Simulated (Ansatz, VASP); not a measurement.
Two plane-wave programs on Li4Ru

```
Li Ru
1.0
    -2.63741    2.63741    2.63741
     2.63741   -2.63741    2.63741
     2.63741    2.63741   -2.63741
Li Ru
4 1
Direct
  0.34960 0.34960 0.34960
  0.65040 0.00000 0.00000
  0.00000 0.00000 0.65040
  0.00000 0.65040 0.00000
  0.00000 0.00000 0.00000
```

Change from the starting cell: species swapped into the GeF4 type (I-43m, No. 217).

Alike in both runs: task relaxation of cell and atoms; functional PBE; k mesh 6 × 6 × 6; occupations gaussian, width 0.1 eV; no spin polarisation.

```csv
,VASP,Ansatz
version,VASP 6.6.1,Ansatz 0.2.0
potentials or method,"VASP PAW PBE potentials, release 64 (Li_sv, Ru_pv)","scalar-relativistic, plane waves, PAW"
plane-wave cutoff (eV),600,420
valence electrons in the cell,26,28
```

```csv
,VASP,Ansatz,Ansatz less VASP
"gap on the k mesh at the Fermi level, each at its own relaxed structure (eV)",none,none,-
relaxed volume (Å³/atom),19.32,19.37,+0.042
relaxed cell length with the largest relative difference (Å),5.007,5.011,+0.0037
energy change over the relaxation (meV/atom),-2049,-1901,+147.7
```

A gap of «none» marks a metal or a gap that the smearing closes. The two sets of potentials don't hold the same shells in valence.

Caveats: the cutoff is under 1.25 times the usual one of these potentials, so pressure, stress and relaxed cells hold a basis-set (Pulay) error (VASP); the volume moved by over 15 % at a fixed basis, so the end points are rough (VASP).
